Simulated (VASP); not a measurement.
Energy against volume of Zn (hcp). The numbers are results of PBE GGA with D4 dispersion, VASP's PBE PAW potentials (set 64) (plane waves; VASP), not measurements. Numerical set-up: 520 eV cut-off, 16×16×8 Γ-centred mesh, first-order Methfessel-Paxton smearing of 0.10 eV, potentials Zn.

Shape and ions are relaxed at each volume.

```
V (Å³/atom)  E (eV/atom)
-----------  -----------
13.963          -1.43479
14.394          -1.44073
14.826          -1.43947
15.258          -1.43223
```

**Question.** Fit these four points and predict the energy of the run at 13.531 Å³/atom.

**Answer.** A cubic in V^(−2/3), the third-order Birch-Murnaghan form, passes through the four points with V0 = 14.53 Å³/atom and B0 = 85 GPa, and gives -1.4201 eV/atom there. The run gave -1.4205 eV/atom, -0.4 meV/atom from the fit; all five points give B0 = 84 GPa.

The compound is Zn in the hcp structure. It was relaxed first.
